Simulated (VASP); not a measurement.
Consider the following.

```yaml
crystal:
  lattice:
    - [0.00000, 2.16629, 2.16629]
    - [2.16629, 0.00000, 2.16629]
    - [2.16629, 2.16629, 0.00000]
  atoms:
    - { symbol: Ti, position: [0.00000, 0.00000, 0.00000] }
    - { symbol: C, position: [0.50000, 0.50000, 0.50000] }
```

These are r2SCAN meta-GGA, VASP's PBE PAW potentials (set 64) (plane waves; VASP) values and carry that method's errors. Run with PREC = Normal, EDIFF = 1E-5, 450 eV cut-off, 16×16×16 Γ-centred mesh, first-order Methfessel-Paxton smearing of 0.10 eV, potentials Ti_sv C.

Task: Predict the energy per atom (σ→0), band gap (on the k-mesh) with the smallest direct gap where there is one.

Result: 
```yaml
band gap (on the k-mesh): none (metal, semimetal or under 0.01 eV)
energy per atom (σ→0): -12.435 eV/atom
```

Total energies compare only between runs with the same potentials, cut-off and functional.

The compound is TiC in the rock salt structure. It was relaxed first.
